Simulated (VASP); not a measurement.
A VASP calculation is set up with these files.

### KPOINTS
```
Automatic mesh
0
Gamma
6 6 3
0 0 0
```

File POSCAR:
```
ZrS2
1
    1.8433809766    -3.1928295317     0.0000000000
    1.8433809766     3.1928295317     0.0000000000
    0.0000000000     0.0000000000     6.4523071337
Zr S
1 2
Direct
  0.0000000000   0.0000000000   0.0000000000
  0.3333330000   0.6666670000   0.2244484353
  0.6666670000   0.3333330000   0.7755515647
```

INCAR:
```
# general
SYSTEM =ZrS2
PREC   =Accurate
ENCUT  =520
LREAL  =.FALSE.
LASPH  =.TRUE.

# electronic loop
EDIFF  =1E-6
NELM   =100
ALGO   =Normal
LMAXMIX=4

# smearing
ISMEAR =0
SIGMA  =0.05

# functional
GGA    =PE

# output
LWAVE  =.FALSE.
LCHARG =.TRUE.
```

POTCAR, in this order: Zr_sv S (PBE.64 set). Program: vasp_std.

Q: Translate this PBE calculation to Quantum ESPRESSO's pw.x.

A: One equivalent input (not run):
```
&CONTROL
  calculation = 'scf'
  pseudo_dir = './pseudo'
  outdir = './out'
  tprnfor = .true.
  tstress = .true.
/
&SYSTEM
  ibrav = 0
  nat = 3
  ntyp = 2
  ecutwfc = 66
  occupations = 'smearing'
  smearing = 'gaussian'
  degauss = 0.003675
  input_dft = 'pbe'
/
&ELECTRONS
  conv_thr = 7.3e-08
  electron_maxstep = 100
/
ATOMIC_SPECIES
  Zr 91.224 Zr.upf
  S 32.060 S.upf
CELL_PARAMETERS angstrom
     1.8433810   -3.1928295    0.0000000
     1.8433810    3.1928295    0.0000000
     0.0000000    0.0000000    6.4523071
ATOMIC_POSITIONS crystal
  Zr   0.0000000  0.0000000  0.0000000
  S    0.3333330  0.6666670  0.2244484
  S    0.6666670  0.3333330  0.7755516
K_POINTS automatic
  6 6 3 0 0 0
```
Limits of the translation: the potentials are each code's own (VASP's PAW set, PseudoDojo norm-conserving files in pw.x), so ENCUT and ecutwfc are chosen apart and not converted; conv_thr bounds pw.x's estimated SCF error, while EDIFF bounds the energy change between steps.

The compound is ZrS2 in the 1T layered structure. It was relaxed first, which changed the volume by +12 %.
